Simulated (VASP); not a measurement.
Input:

```
CELL_PARAMETERS angstrom
      2.07000    -3.58534     0.00000
      2.07000     3.58534     0.00000
      0.00000     0.00000     6.72000
ATOMIC_POSITIONS crystal
  Cd 0.66667 0.33333 0.50000
  Cd 0.33333 0.66667 0.00000
  S  0.66667 0.33333 0.87700
  S  0.33333 0.66667 0.37700
```

The numbers are results of PBE GGA, VASP's PBE PAW potentials (set 64) (plane waves; VASP 6.6.1), not measurements. Settings: 400 eV cut-off, 7×7×4 Γ-centred mesh, Gaussian smearing of 0.050 eV, potentials Cd S.

Question: Give the stress tensor in GPa (positive for a compressed cell).

Answer: 
```
2.43  0.00  0.00
0.00  2.43  0.00
0.00  0.00  2.58
```
The pressure is its mean diagonal, 2.48 GPa.

The compound is CdS in the wurtzite structure. The cell was not relaxed at this level.
